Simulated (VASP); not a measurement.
A convergence study with VASP on HgS (zinc blende): one setting is varied, all else stays as given below, so the limit is that of these other settings. Each run relaxes cell and ions from the cell shown. The basis is that of the starting cell, so low cut-offs carry a Pulay error.

```
CELL_PARAMETERS angstrom
      0.00000     2.92500     2.92500
      2.92500     0.00000     2.92500
      2.92500     2.92500     0.00000
ATOMIC_POSITIONS crystal
  Hg 0.00000 0.00000 0.00000
  S  0.25000 0.25000 0.25000
```

Level of theory: PBE GGA, VASP's PBE PAW potentials (set 64) (plane waves; VASP). The tightest run used: 700 eV cut-off, 7×7×7 Γ-centred mesh, Gaussian smearing of 0.050 eV, potentials Hg S.

```
setting      relaxed volume (Å³/atom)  E (eV/atom)  plane waves
-----------  ------------------------  -----------  -----------
ENCUT = 200                    23.572      -2.2279          331
ENCUT = 250                    26.401      -2.2590          459
ENCUT = 300                    26.800      -2.2679          609
ENCUT = 350                    26.814      -2.2707          757
```

These are the cheaper rows. Estimate the results at ENCUT = 700, and how far the last row shown lies from them.

```csv
quantity,tightest run,last row shown is off by
relaxed volume (Å³/atom),27.035,-0.220
E (eV/atom),-2.2770,0.0063
```

Left out are rungs that failed or repeat a setting and relaxations that didn't move; long series are thinned to 24 rows.

The compound is HgS in the zinc blende structure, metacinnabar; cinnabar is the stable form.
